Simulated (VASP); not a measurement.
# Mo: relaxation of cell and atoms with PBE+D3(BJ)

Crystal: Mo.

```
Mo
1.0
    -1.57342    1.57342    1.57342
     1.57342   -1.57342    1.57342
     1.57342    1.57342   -1.57342
Mo
1
Cartesian
  0.0000 0.0000 0.0000
```

```yaml
Program: VASP 6.6.1
Task: relaxation of cell and atoms
Functional: PBE
Dispersion: D3(BJ)
Potentials_or_basis: VASP PAW PBE potentials, release 64 (Mo_sv)
Cutoff: 600 eV
k_mesh: 16 × 16 × 16
Occupations: methfessel-paxton, width 0.1 eV
Spin: no spin polarisation
Further_INCAR_settings: ALGO = Normal; EDIFF = 1e-06; IBRION = 2; EDIFFG = -0.01; NSW = 90; ISIF = 3
```

```
Relaxed volume                         : 15.36 Å³/atom
Relaxed cell                           : a = 2.712 Å, b = 2.712 Å, c = 2.712 Å, α = 109.47°, β = 109.47°, γ = 109.47°
Space group after relaxing (to 0.05 Å) : Im-3m (No. 229)
Energy gained by relaxing              : 2.8 meV/atom
Ionic steps                            : 3
Pressure after relaxing                : -0.1 GPa
Band gap on the k mesh                 : none (metal or under the smearing width)
Dispersion energy per atom             : -0.727 eV
```

Step by step:
```
step  energy change (eV)  largest force (eV/Å)  pressure (GPa)  volume (Å³)
   1              0.0000                0.0000           -3.92        15.58
   2              0.0205                0.0000           12.52        14.74
   3             -0.0028                0.0000           -0.07        15.36
```

Final structure:
```cif
data_structure
_symmetry_space_group_name_H-M 'P 1'
_symmetry_Int_Tables_number 1
_cell_length_a 2.7123
_cell_length_b 2.7123
_cell_length_c 2.7123
_cell_angle_alpha 109.471
_cell_angle_beta 109.471
_cell_angle_gamma 109.471
_cell_volume 15.36
loop_
_atom_site_label
_atom_site_type_symbol
_atom_site_fract_x
_atom_site_fract_y
_atom_site_fract_z
_atom_site_occupancy
Mo1 Mo 0.00000 0.00000 0.00000 1
```

Levels at points of the mesh, in eV from the Fermi level:
```csv
k point,band 4,band 5,band 6,band 7,band 8,band 9,band 10,band 11
"(0.00, 0.00, 0.00)",-34.52,-7.31,-1.41,-1.41,-1.41,1.68,1.68,14.84
"(0.50, 0.00, 0.00)",-34.53,-5.44,-3.50,1.68,1.72,2.37,4.86,11.98
"(0.50, 0.50, 0.50)",-35.53,-5.59,-5.59,4.07,4.07,4.07,9.19,9.19
```

Wall time 47 s on 1 thread of Intel(R) Xeon(R) Platinum 8488C (Sapphire Rapids), with other jobs on the host, peak memory 0.18 GiB.

Caveat: pairwise dispersion overbinds metals, which lowers pressure and volume.
